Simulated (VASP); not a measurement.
A convergence study with VASP on MoS2 (2H layered): one setting is varied, all else stays as given below, so the limit is that of these other settings. Each run relaxes cell and ions from the cell shown.

```xyz
6
Lattice="1.5800 -2.7366 0.0000 1.5800 2.7366 0.0000 0.0000 0.0000 12.3000" Properties=species:S:1:pos:R:3 pbc="T T T"
Mo     1.5800     0.9122     3.0750
Mo     1.5800    -0.9122     9.2250
S      1.5800     0.9122    10.8117
S      1.5800    -0.9122     4.6617
S      1.5800    -0.9122     1.4883
S      1.5800     0.9122     7.6383
```

Computed with LDA (Ceperley-Alder, Perdew-Zunger), VASP's LDA PAW potentials (set 64) (plane waves; VASP 6.6.1). The tightest run used: 550 eV cut-off, 12×12×3 Γ-centred mesh, Gaussian smearing of 0.050 eV, potentials Mo_sv S.

| setting | relaxed volume (Å³/atom) | E (eV/atom) | irreducible k-points |
|---|---|---|---|
| 2×2×1 mesh | 18.125 | -7.8747 | 2 |
| 3×3×1 mesh | 17.714 | -8.1597 | 3 |
| 4×4×1 mesh | 17.243 | -8.1746 | 4 |
| 5×5×1 mesh | 17.215 | -8.1538 | 5 |
| 6×6×1 mesh | 17.224 | -8.1538 | 7 |

Problem. These are the cheaper rows. Estimate the results at 12×12×3 mesh, and how far the last row shown lies from them.

Solution. 
```json
[
 {"quantity": "relaxed volume (Å³/atom)", "tightest run": "16.996", "last row shown is off by": "0.228"},
 {"quantity": "E (eV/atom)", "tightest run": "-8.1601", "last row shown is off by": "0.0063"}
]
```

Left out are rungs that failed or repeat a setting and relaxations that didn't move; long series are thinned to 24 rows.

The compound is MoS2 in the 2H layered structure.
